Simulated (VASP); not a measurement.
Here is a VASP 6.6.1 calculation.

Contents of INCAR:

```
ALGO = Normal
EDIFF = 1E-7
EDIFFG = -0.01
ENCUT = 300
GGA = PE
IBRION = 2
ISIF = 2
ISMEAR = 0
LASPH = True
LCHARG = False
LREAL = False
LWAVE = False
NELM = 80
NSW = 40
PREC = Accurate
SIGMA = 0.03
```

Contents of KPOINTS:

```
k-points
0
Gamma
  5 5 5
```

POSCAR

```
HgTe                                    
1.0
    0.0000000000      3.3664870876      3.3664870876
    3.3664870876     -0.0000000000      3.3664870876
    3.3664870876      3.3664870876     -0.0000000000
  Hg              Te            
     1     1
Direct
     1.0000000000000000    1.0000000000000000    1.0000000000000000
     0.2500000000000000    0.2500000000000000    0.2500000000000000
```

Potentials or basis: VASP PAW PBE potentials, release 64 (Hg, Te).

Run with:

```sh
$ cat potpaw_PBE.64/Hg/POTCAR potpaw_PBE.64/Te/POTCAR > POTCAR
$ mpirun -np 1 vasp_std > vasp.out
```

Task: Predict the band gap on the k mesh.

Result: None (metal or under the smearing width).

Final structure:
```yaml
crystal:
  lattice:
    - [0.00000, 3.36649, 3.36649]
    - [3.36649, 0.00000, 3.36649]
    - [3.36649, 3.36649, 0.00000]
  atoms:
    - { symbol: Hg, position: [0.00000, 0.00000, 0.00000] }
    - { symbol: Te, position: [0.25000, 0.25000, 0.25000] }
```

Caveat: the relaxation stopped at its first step, so nothing moved. Spin-orbit coupling is left out, which matters for the levels of Hg, Te.
